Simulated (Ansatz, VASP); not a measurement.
## Cross-check of Te2Pt (1T-PtTe2 4 layers, AA) between VASP and Ansatz

Wanted: the spread between two codes on one cell, functional and k mesh. The cell is taken from a series of runs on this material, whose earlier steps may have relaxed, scaled, displaced or heated it; both programs get it as it stands.

Method: plane waves, with VASP 6.6.1 beside it; PBE with D3(BJ), in Ansatz 0.2.0.

## 1. Starting point

The cell holds 12 atoms: 8 Te and 4 Pt. Cell: a = 4.034 Å, b = 4.034 Å, c = 36.137 Å, α = 90.0°, β = 90.0°, γ = 120.0°. Vacuum lies along c.

As a file:

```cif
data_structure
_symmetry_space_group_name_H-M 'P 1'
_symmetry_Int_Tables_number 1
_cell_length_a 4.0336
_cell_length_b 4.0336
_cell_length_c 36.1374
_cell_angle_alpha 90.000
_cell_angle_beta 90.000
_cell_angle_gamma 120.000
_cell_volume 509.18
loop_
_atom_site_label
_atom_site_type_symbol
_atom_site_fract_x
_atom_site_fract_y
_atom_site_fract_z
_atom_site_occupancy
Te1 Te 0.66667 0.33333 0.24905 1
Te2 Te 0.33333 0.66667 0.32500 1
Te3 Te 0.66667 0.33333 0.39130 1
Te4 Te 0.33333 0.66667 0.46709 1
Te5 Te 0.66667 0.33333 0.53291 1
Te6 Te 0.33333 0.66667 0.60870 1
Te7 Te 0.66667 0.33333 0.67500 1
Te8 Te 0.33333 0.66667 0.75095 1
Pt9 Pt 0.00000 0.00000 0.28762 1
Pt10 Pt 0.00000 0.00000 0.42911 1
Pt11 Pt 0.00000 0.00000 0.57089 1
Pt12 Pt 0.00000 0.00000 0.71238 1
```

## 2. Ansatz: single point, PBE with D3(BJ)

Ansatz runs on its PAW soft_1 files.

A single point takes one fixed geometry, so differences don't come from the geometry; what else differs is listed under the comparison.

Contents of input.yaml:

```yaml
crystal:
  lattice:
    - [4.033601201, 0.0, 0.0]
    - [-2.0168006005, 3.4932011088, 0.0]
    - [0.0, 0.0, 36.1374140466]
  atoms:
    - { symbol: Te, position: [0.6666666667, 0.3333333333, 0.2490493644] }
    - { symbol: Pt, position: [0.0, 0.0, 0.2876209736] }
    - { symbol: Te, position: [0.3333333333, 0.6666666667, 0.3250005123] }
    - { symbol: Te, position: [0.6666666667, 0.3333333333, 0.3913008642] }
    - { symbol: Pt, position: [0.0, 0.0, 0.4291132795] }
    - { symbol: Te, position: [0.3333333333, 0.6666666667, 0.4670912402] }
    - { symbol: Te, position: [0.6666666667, 0.3333333333, 0.5329087598] }
    - { symbol: Pt, position: [0.0, 0.0, 0.5708867205] }
    - { symbol: Te, position: [0.3333333333, 0.6666666667, 0.6086991358] }
    - { symbol: Te, position: [0.6666666667, 0.3333333333, 0.6749994877] }
    - { symbol: Pt, position: [0.0, 0.0, 0.7123790264] }
    - { symbol: Te, position: [0.3333333333, 0.6666666667, 0.7509506356] }
kpoints:
  mp_grid: { grid: [12, 12, 1] }
  band_path:
    path: [[0, 0, 0], [0.5, 0, 0], [0.33333333, 0.33333333, 0], [0, 0, 0]]
    npoints: 16
hamiltonian:
  xc: pbe
  dispersion: d3bj
  pseudopotentials: { kind: paw, azcp: { folder: soft_1 } }
scf:
  occupations: { method: fermi_dirac, width: 0.02585 }
  convergence: { dr2_threshold: 1.0e-10 }
efield:
  axis: 3
  dipole_correction: true
  ramp_position: 0.97
  ramp_width: 0.06
  amplitude: 0
output:
  dos: { projected: true, e_range: [-6, 5] }
  write_potential: true
  write_density: true
  volumetric_format: npy
  elf: true
```

Command:

```sh
$ ansatz run input.yaml --threads 4 --pin off --max-ram 12288MiB --backend cpu --events-out ev --progress --plain --runs-dir out
```

Numbers of over 12 decimals in the logs are rounded to 6 here.

What it wrote:

```text
Engine: ansatz 0.2.0, x86_64-unknown-linux-gnu
Pseudopotentials: kind: paw
Pseudopotential: Te, paw, valence charge 16, recommended cutoff 420 eV (normal), soft_1/Te.paw.azcp
Pseudopotential: Pt, paw, valence charge 18, recommended cutoff 420 eV (normal), soft_1/Pt.paw.azcp
Functional definition: PBE
  parameter kappa = 0.804
  parameter beta = 0.066725
  exchange = pbe_x(kappa = kappa, mu = beta*pi^2/3)
  correlation = pbe_c(beta = beta)
Crystal: 12 atoms, lattice volume = 509.183 Å³
Basis set: ecut = 420 eV, 9985 PW (Γ)
Bands: 120, of which v1, the nominal top of the filled ones, is band 100 counted from 1 (99 counted from 0)
Symmetry: 6 space group operations
k-points: 19 of 144 (time reversal used)
Non-local potential: Te, projectors of the file, l = 0: 2, l = 1: 2, l = 2: 2, l = 3: 1
Non-local potential: Pt, projectors of the file, l = 0: 3, l = 1: 2, l = 2: 2, l = 3: 1
PAW form: soft (Blöchl's): semilocal exchange-correlation on the pseudo side does not see the compensation charge
PAW one-centre angular grid: Te, 590 points (default); XC on 64 Gauss nodes
PAW one-centre angular grid: Pt, 590 points (default); XC on 64 Gauss nodes
Initial density: superposition of atomic densities (neutral atoms: chi_scale 0, normalization atom)
Initial wavefunctions: pseudopotential atomic-orbital guess
Functional: x = pbe(κ = 0.804, μ = 0.219515), c = pbe(β = 0.066725)
SCF iter   1: F=—  HF=-105951.109194 eV  |F-HF|=—  |Δ(HF+E_count)|=         —  Δρ=4.10e-2  dr2=7.99e0  ethr=3.10e-3  p=0.000 e·Å  D=3.18e-13 V/Å  ΔV_dip=-0.00 eV  dr2_dipole=6.31e-6  V_vac-E_F(+/−)=4.26/4.26 eV  ⟨swp⟩=8.5  Hψ=9554  notcnv=0  defer=97
efield: sawtooth ramp at fractional position 0.9700 (set: `efield.ramp_position`, or a place that a band, a saddle search or an elastic batch's reference lends), width 0.0600; the density the first Hamiltonian is built on has a dipole p = 0.000 e·Å; the dipole correction subtracts the counter field D = 3.18e-13 V/Å, which shifts the + side's vacuum level by -0.00 eV against the − side's; the planar-averaged density in the ramp window peaks in size at 8.2e-6 e/Å³
preconditioner: auto → LDOS  [metal: Δε(μ)=0.018 eV  Ē_g=8.645 eV  σ=0.026 eV  W_gap=0.17  n_scr=128 (ndim 8)  ℏωp=15.4 eV  f_vac=0.413  D(μ)=7.16/eV (n_scr^D=18)  β→1.0]
SCF iter   2: F=—  HF=-105950.088642 eV  |F-HF|=—  |Δ(HF+E_count)|=    1.02e0  Δρ=1.54e-2  dr2=1.22e0  ethr=3.10e-3  p=-0.000 e·Å  D=-2.32e-5 V/Å  ΔV_dip=0.00 eV  dr2_dipole=2.52e-6  V_vac-E_F(+/−)=4.26/4.26 eV  ⟨swp⟩=2.9  Hψ=4697  notcnv=0  defer=222
SCF iter   3: F=—  HF=-105949.759733 eV  |F-HF|=—  |Δ(HF+E_count)|=   3.29e-1  Δρ=5.02e-3  dr2=1.84e-1  ethr=6.09e-4  p=-0.000 e·Å  D=-1.15e-5 V/Å  ΔV_dip=0.00 eV  dr2_dipole=5.03e-7  V_vac-E_F(+/−)=4.40/4.40 eV  ⟨swp⟩=3.0  Hψ=4262  notcnv=0  defer=222
SCF iter   4: F=—  HF=-105949.712066 eV  |F-HF|=—  |Δ(HF+E_count)|=   4.77e-2  Δρ=1.44e-3  dr2=2.11e-2  ethr=9.22e-5  p=-0.000 e·Å  D=-5.14e-6 V/Å  ΔV_dip=0.00 eV  dr2_dipole=1.42e-7  V_vac-E_F(+/−)=4.34/4.34 eV  ⟨swp⟩=3.0  Hψ=4498  notcnv=0  defer=223
SCF iter   5: F=—  HF=-105949.709190 eV  |F-HF|=—  |Δ(HF+E_count)|=   2.88e-3  Δρ=4.00e-4  dr2=2.69e-3  ethr=1.06e-5  p=-0.000 e·Å  D=-2.82e-6 V/Å  ΔV_dip=0.00 eV  dr2_dipole=4.40e-8  V_vac-E_F(+/−)=4.35/4.35 eV  ⟨swp⟩=2.0  Hψ=2923  notcnv=0  defer=223
SCF iter   6: F=—  HF=-105949.709178 eV  |F-HF|=—  |Δ(HF+E_count)|=   1.14e-5  Δρ=1.47e-4  dr2=5.54e-4  ethr=1.35e-6  p=-0.000 e·Å  D=-1.90e-7 V/Å  ΔV_dip=0.00 eV  dr2_dipole=2.01e-10  V_vac-E_F(+/−)=4.36/4.36 eV  ⟨swp⟩=2.0  Hψ=2759  notcnv=0  defer=223
SCF iter   7: F=—  HF=-105949.709134 eV  |F-HF|=—  |Δ(HF+E_count)|=   4.41e-5  Δρ=4.44e-5  dr2=4.57e-5  ethr=2.77e-7  p=-0.000 e·Å  D=-5.08e-8 V/Å  ΔV_dip=0.00 eV  dr2_dipole=1.82e-13  V_vac-E_F(+/−)=4.36/4.36 eV  ⟨swp⟩=2.0  Hψ=2916  notcnv=0  defer=223
SCF iter   8: F=—  HF=-105949.709138 eV  |F-HF|=—  |Δ(HF+E_count)|=   3.60e-6  Δρ=1.33e-5  dr2=5.31e-6  ethr=2.28e-8  p=0.000 e·Å  D=6.73e-8 V/Å  ΔV_dip=-0.00 eV  dr2_dipole=8.93e-12  V_vac-E_F(+/−)=4.36/4.36 eV  ⟨swp⟩=2.0  Hψ=2741  notcnv=0  defer=223
SCF iter   9: F=—  HF=-105949.709591 eV  |F-HF|=—  |Δ(HF+E_count)|=   4.54e-4  Δρ=3.48e-6  dr2=1.21e-7  ethr=2.66e-9  p=-0.000 e·Å  D=-2.27e-8 V/Å  ΔV_dip=0.00 eV  dr2_dipole=1.02e-13  V_vac-E_F(+/−)=4.36/4.36 eV  ⟨swp⟩=2.0  Hψ=2670  notcnv=0  defer=223
SCF iter  10: F=—  HF=-105949.709592 eV  |F-HF|=—  |Δ(HF+E_count)|=   7.10e-8  Δρ=1.32e-6  dr2=1.76e-8  ethr=6.04e-11  p=0.000 e·Å  D=7.11e-9 V/Å  ΔV_dip=-0.00 eV  dr2_dipole=1.12e-14  V_vac-E_F(+/−)=4.36/4.36 eV  ⟨swp⟩=3.3  Hψ=4295  notcnv=0  defer=223
SCF iter  11: F=—  HF=-105949.709592 eV  |F-HF|=—  |Δ(HF+E_count)|=   2.57e-8  Δρ=3.88e-7  dr2=1.14e-9  ethr=8.82e-12  p=-0.000 e·Å  D=-7.59e-9 V/Å  ΔV_dip=0.00 eV  dr2_dipole=3.89e-14  V_vac-E_F(+/−)=4.36/4.36 eV  ⟨swp⟩=2.3  Hψ=3155  notcnv=0  defer=223
SCF iter  12: F=-105949.709592 eV  HF=-105949.709592 eV  |F-HF|=1.60e-10  |Δ(HF+E_count)|=   1.21e-9  Δρ=9.91e-8  dr2=4.66e-11  ethr=1.00e-12  p=0.000 e·Å  D=4.68e-10 V/Å  ΔV_dip=-0.00 eV  dr2_dipole=6.48e-14  V_vac-E_F(+/−)=4.36/4.36 eV  ⟨swp⟩=15.5  Hψ=12723  notcnv=0
SCF 1 converged in 12 iterations: F = -105949.709592 eV  dr2 = 4.66e-11
  greatest PAW one-centre occupation: 1.000 electrons in one spin orbital (limit 2), on the Pt atom at site 7 (counted from 0), in its partial waves of l = 0
NSCF: frozen V_eff on 49 k-points
efield: sawtooth ramp at fractional position 0.9700 (kept from the solve that this one continues, or follows in the run), width 0.0600; the density the first Hamiltonian is built on has a dipole p = 0.000 e·Å; the dipole correction subtracts the counter field D = 4.68e-10 V/Å, which shifts the + side's vacuum level by -0.00 eV against the − side's; the planar-averaged density in the ramp window peaks in size at 8.1e-6 e/Å³
WARN: The output density's exchange-correlation potential varies sharply where the density is thin. Do not read a vacuum level from v_tot or v_xc, or from such a field of the output density. On a cell that repeats whose density bears no net charge and no dipole along the vacuum's axis use v_es (v_loc + v_h of the components); under efield.dipole_correction with no amplitude use v_es + v_field, which holds any externa [...]
SCF converged after 12 iterations
Free energy (F): -105949.709592 eV
Harris-Foulkes:  -105949.709592 eV  (|F-HF|=1.60e-10)
Internal energy: -105949.696940 eV  (E = F + TS)
E sigma→0 (E₀):  -105949.703266 eV
Entropy (-TS):   -0.012652 eV (-1.054 meV/atom)
Fermi energy:    6.093236 eV
Dipole field:    D = -0.000000 V/Å  (p = -0.000001 e·Å, saw-weighted, corrected)
Work function:   Φ+ = 4.3622 eV   Φ− = 4.3622 eV
Levels:          The Fermi level and band energies are counted from a zero that moves with the ramp; work functions are not
--- Per-component energies (eV) ---
  E_band       = -4324.554571
  E_kinetic    = 3771.241339
  E_local      = -318979.929867  (includes V_loc(G=0)·N_el)
  E_nonlocal   = 1336.393193
  E_hartree    = 157943.359952
  E_xc         = -1913.787100
  E_vxc        = -1907.332098  (∫ρ·V_xc dr)
  E_paw        = -75301.818783  (= ΣΔE_a)
  E_vpaw       = -4431.653244  (= ΣTr[D̂ρ^β])
  E_aug_tail   = 0.004953  (compensation charges beyond the density's cutoff)
  E_efield     = 0.000000  (sawtooth field / dipole correction)
  E_vefield    = 0.000000  (∫n·V_field dr)
  E_ewald      = 127200.913851
  E_disp       = -6.074479  (pairwise vdW)
  E_smearing   = -0.012652  (= −TS)
  E_closure    = -0.000000  (closes the sum)
  Σ components = -105949.709592   (vs F -105949.709592, Δ=0.00e0)
--- Band table (eV; the first three rows and the last of 19) ---
  k-point 0: bands = [... 96 lower, 5.6161, 5.6161, 6.3898, 7.0926, 7.0926, 7.2541, 7.5337, 7.5337, ... 16 higher]
  k-point 1: bands = [... 96 lower, 5.5917, 6.0546, 6.2896, 6.7000, 6.9511, 7.1035, 7.4392, 7.4543, ... 16 higher]
  k-point 2: bands = [... 96 lower, 5.2856, 5.4362, 5.7613, 6.3061, 6.7222, 6.8283, 6.9590, 7.2725, ... 16 higher]
  k-point 18: bands = [... 96 lower, 3.9478, 3.9480, 4.2746, 4.2746, 6.0037, 6.0037, 6.6688, 6.6688, ... 16 higher]
```

[end of part 1 of 2]

[Lines on the potential files, build, host, timing and source positions are cut from VASP's logs without a mark.]

[Logs are printed without paths, hosts, clocks, repeated set-up lines and the standing remarks that a program may print on its own settings, such as how far it seeks lower states.]

[Hosts, paths, dates, database ids (printed as entryN), source tags and the programs' standing remarks are cut or masked in the printed files.]
